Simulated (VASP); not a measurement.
Data:

```xyz
5
Lattice="5.6832 0.0000 0.0000 0.0000 5.6832 0.0000 0.0000 0.0000 5.6832" Properties=species:S:1:pos:R:3 pbc="T T T"
Cs     0.0000     0.0000     0.0000
Pb     2.8416     2.8416     2.8416
Cl     2.8416     0.0000     2.8416
Cl     0.0000     2.8416     2.8416
Cl     2.8416     2.8416     0.0000
```

These are PBE GGA with D3 dispersion (zero damping), VASP's PBE PAW potentials (set 64) (plane waves; VASP) values and carry that method's errors. Settings: 520 eV cut-off, 5×5×5 Γ-centred mesh, tetrahedra with Blöchl corrections, potentials Cs_sv Pb_d Cl.

The cores are frozen, which limits the accuracy of field gradients.

### Question
Give the principal components of the electric field gradient (V/Å²) and the asymmetry η at each nucleus.

### Answer

```
atom    Vxx    Vyy   Vzz     η
----  -----  -----  ----  ----
Cs1     0.0    0.0   0.0     -
Pb2     0.0    0.0   0.0     -
Cl3   -44.1  -44.1  88.3  0.00
Cl4   -44.1  -44.1  88.3  0.00
Cl5   -44.1  -44.1  88.3  0.00
```

The compound is CsPbCl3 in the cubic perovskite structure, the ideal cubic form; the compound distorts at low or room temperature. It was relaxed first.
